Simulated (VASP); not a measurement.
Level of theory: PBE GGA, VASP's PBE PAW potentials (set 64) (plane waves; VASP).

A VASP calculation is set up with these files.

### KPOINTS
```
Automatic mesh
0
Gamma
 9 9 9
```

File POSCAR:
```
Ni3Al
1
    3.4208638406     0.0000000000    -0.0000000000
    0.0000000000     3.4208638406     0.0000000000
   -0.0000000000     0.0000000000     3.4208638406
Al Ni
1 3
Direct
  0.0000000000   0.0000000000   0.0000000000
  0.0000000000   0.5000000000   0.5000000000
  0.5000000000   0.0000000000   0.5000000000
  0.5000000000   0.5000000000   0.0000000000
```

### INCAR
```
! general
SYSTEM =Ni3Al
PREC   =Accurate
ENCUT  =500
LREAL  =.FALSE.   ! projection in real space or not
LASPH  =.TRUE.

! electronic loop
EDIFF  =1E-6
NELM   =100   ! most electronic steps
ALGO   =Normal   ! blocked Davidson
LMAXMIX=4

! smearing
ISMEAR =1   ! Methfessel-Paxton
SIGMA  =0.1

! functional
GGA    =PE

! spin
ISPIN  =2   ! spin-polarised
MAGMOM =-0.0 0.3 0.3 0.3

! ions
IBRION =2   ! conjugate gradients
NSW    =40   ! most ionic steps
ISIF   =3   ! ions, shape and volume
EDIFFG =-0.02
PSTRESS=300

! output
LWAVE  =.FALSE.
LCHARG =.FALSE.
LORBIT =10
```

POTCAR, in this order: Al Ni (PBE.64 set). Program: vasp_std.

Output of the run:

**OUTCAR**
```
 ion  position               nearest neighbor table
   1  0.000  0.000  0.000-   2 2.42   3 2.42   4 2.42   2 2.42   3 2.42   2 2.42   4 2.42   2 2.42
                             3 2.42   4 2.42   3 2.42   4 2.42
   2  0.000  0.500  0.500-   1 2.42   3 2.42   4 2.42   1 2.42   4 2.42   1 2.42   3 2.42   1 2.42
                             3 2.42   4 2.42   4 2.42   3 2.42
   3  0.500  0.000  0.500-   1 2.42   2 2.42   4 2.42   1 2.42   4 2.42   2 2.42   4 2.42   4 2.42
                             1 2.42   2 2.42   1 2.42   2 2.42
   4  0.500  0.500  0.000-   1 2.42   2 2.42   3 2.42   2 2.42   3 2.42   1 2.42   3 2.42   3 2.42
                             1 2.42   2 2.42   2 2.42   1 2.42
  LATTYP: Found a simple cubic cell.
 ALAT       =     3.4208638406
 Subroutine PRICEL returns:
 Original cell was already a primitive cell.
 Subroutine GETGRP returns: Found 48 space group operations
The static configuration has the point symmetry O_h .
The dynamic configuration has the point symmetry O_h .
The overall configuration has the point symmetry O_h .
 Subroutine INISYM returns: Found 48 space group operations
 Subroutine IBZKPT returns following result:
 Found     35 irreducible k-points:

 Following reciprocal coordinates:
            Coordinates               Weight
  0.000000  0.000000  0.000000      1.000000
  0.111111  0.000000  0.000000      6.000000
  0.222222  0.000000  0.000000      6.000000
  0.333333  0.000000  0.000000      6.000000
  0.444444  0.000000  0.000000      6.000000
  0.111111  0.111111  0.000000     12.000000
  0.222222  0.111111  0.000000     24.000000
  0.333333  0.111111  0.000000     24.000000
  0.444444  0.111111  0.000000     24.000000
  0.222222  0.222222  0.000000     12.000000
  0.333333  0.222222  0.000000     24.000000
  0.444444  0.222222  0.000000     24.000000
  0.333333  0.333333  0.000000     12.000000
  0.444444  0.333333  0.000000     24.000000
  0.444444  0.444444  0.000000     12.000000
  0.111111  0.111111  0.111111      8.000000
  0.222222  0.111111  0.111111     24.000000
...
```

### OSZICAR
```
       N       E                     dE             d eps       ncg     rms          rms(c)
DAV:   1     0.193634858229E+03    0.19363E+03   -0.14305E+04  2816   0.209E+03
DAV:   2    -0.151706061203E+02   -0.20881E+03   -0.20181E+03  2812   0.374E+02
DAV:   3    -0.255911979807E+02   -0.10421E+02   -0.96547E+01  3032   0.112E+02
DAV:   4    -0.258282464771E+02   -0.23705E+00   -0.23483E+00  3248   0.155E+01
DAV:   5    -0.258352140885E+02   -0.69676E-02   -0.69669E-02  3448   0.249E+00    0.213E+01
DAV:   6    -0.255717296295E+02    0.26348E+00   -0.67753E+01  3132   0.138E+02    0.184E+01
DAV:   7    -0.215245672785E+02    0.40472E+01   -0.18485E+01  3072   0.728E+01    0.336E+00
DAV:   8    -0.214708873462E+02    0.53680E-01   -0.36437E-01  3120   0.590E+00    0.160E+00
DAV:   9    -0.214440577230E+02    0.26830E-01   -0.40901E-02  3628   0.300E+00    0.384E-01
DAV:  10    -0.214434016366E+02    0.65609E-03   -0.17442E-03  3152   0.472E-01    0.208E-01
DAV:  11    -0.214438477781E+02   -0.44614E-03   -0.77750E-04  3496   0.456E-01    0.276E-01
DAV:  12    -0.214437715185E+02    0.76260E-04   -0.61906E-05  3100   0.130E-01    0.274E-01
DAV:  13    -0.214425747031E+02    0.11968E-02   -0.16762E-03  3316   0.805E-01    0.167E-01
DAV:  14    -0.214422440582E+02    0.33064E-03   -0.18662E-03  3372   0.731E-01    0.102E-01
DAV:  15    -0.214423227131E+02   -0.78655E-04   -0.28479E-04  3168   0.234E-01    0.637E-02
DAV:  16    -0.214423251945E+02   -0.24814E-05   -0.19767E-05  3792   0.894E-02    0.126E-02
DAV:  17    -0.214423272926E+02   -0.20981E-05   -0.10063E-05  3100   0.589E-02    0.105E-02
DAV:  18    -0.214423262432E+02    0.10495E-05   -0.49674E-06  2632   0.470E-02    0.376E-03
DAV:  19    -0.214423258625E+02    0.38061E-06   -0.57440E-07  1496   0.126E-02
   1 F= -.13946525E+02 E0= -.13946739E+02  d E =-.139465E+02  mag=    -0.0000
```

**OUTCAR**
```
------------------------ aborting loop because EDIFF is reached ----------------------------------------
  FORCE on cell =-STRESS in cart. coord.  units (eV):
  Direction    XX          YY          ZZ          XY          YZ          ZX
  --------------------------------------------------------------------------------------
  Total        7.4429748      7.4429748      7.4429748      0.0000000     -0.0000000      0.0000000
  in kB      297.8857764    297.8857764    297.8857764      0.0000000     -0.0000000      0.0000000
  external PRESSURE =      -2.1142236 kB  Pullay stress =     300.0000000 kB
  volume of cell :       40.03
      direct lattice vectors                 reciprocal lattice vectors
     3.420863841  0.000000000  0.000000000     0.292323824  0.000000000  0.000000000
     0.000000000  3.420863841  0.000000000     0.000000000  0.292323824  0.000000000
     0.000000000  0.000000000  3.420863841     0.000000000  0.000000000  0.292323824
 POSITION                                       TOTAL-FORCE (eV/Angst)
 -----------------------------------------------------------------------------------
      0.00000      0.00000      0.00000         0.000000      0.000000      0.000000
      0.00000      1.71043      1.71043         0.000000      0.000000      0.000000
      1.71043      0.00000      1.71043         0.000000      0.000000      0.000000
      1.71043      1.71043      0.00000         0.000000      0.000000      0.000000
 -----------------------------------------------------------------------------------
    total drift:                                0.000000      0.000000      0.000000
  FREE ENERGIE OF THE ION-ELECTRON SYSTEM (eV)
  ---------------------------------------------------
  free  energy   TOTEN  =       -21.4423258625 eV

  energy  without entropy=      -21.4429687645  energy(sigma->0) =      -21.44254016
  enthalpy is  TOTEN    =       -13.9465250452 eV   P V=        7.4958008173

 total charge

# of ion       s       p       d       tot
------------------------------------------
    1        0.425   0.447   0.000   0.872
    2        0.549   0.633   8.450   9.632
    3        0.549   0.633   8.450   9.632
    4        0.549   0.633   8.450   9.632
--------------------------------------------------
tot          2.073   2.346  25.351  29.769

 magnetization (x)

# of ion       s       p       d       tot
------------------------------------------
    1       -0.000   0.000   0.000   0.000
    2       -0.000   0.000  -0.000  -0.000
    3       -0.000   0.000  -0.000  -0.000
    4       -0.000   0.000  -0.000  -0.000
--------------------------------------------------
tot         -0.000   0.000  -0.001  -0.001

 reached required accuracy - stopping structural energy minimisation
```
(Selected blocks of OUTCAR.)

The compound is Ni3Al in the L1_2 structure. It was relaxed first under an external pressure of 30 GPa.
